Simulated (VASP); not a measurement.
Consider the following.

```yaml
crystal:
  lattice:
    - [3.89636, 0.00000, 0.00000]
    - [0.00000, 3.89636, 0.00000]
    - [0.00000, 0.00000, 3.89636]
  atoms:
    - { symbol: K, position: [0.00000, 0.00000, 0.00000] }
    - { symbol: Mg, position: [0.50000, 0.50000, 0.50000] }
    - { symbol: F, position: [0.50000, 0.00000, 0.50000] }
    - { symbol: F, position: [0.00000, 0.50000, 0.50000] }
    - { symbol: F, position: [0.50000, 0.50000, 0.00000] }
```

Level of theory: LDA (Ceperley-Alder, Perdew-Zunger), VASP's LDA PAW potentials (set 64) (plane waves; VASP). Run with 520 eV cut-off, 6×6×6 Γ-centred mesh, Gaussian smearing of 0.050 eV, potentials K_sv Mg F.

Problem. Predict the energy per atom (σ→0), band gap (on the k-mesh) with the smallest direct gap where there is one.

Solution. 
| Property | Value |
|---|---|
| band gap (on the k-mesh) | 7.49 eV |
| smallest direct gap (on the k-mesh) | 7.82 eV |
| energy per atom (σ→0) | -523.6 kJ/mol-atom |

The absolute energy has meaning only against runs of the same code, potentials and settings.

The compound is KMgF3 in the cubic perovskite structure. It was relaxed first, which changed the volume by -7 %.
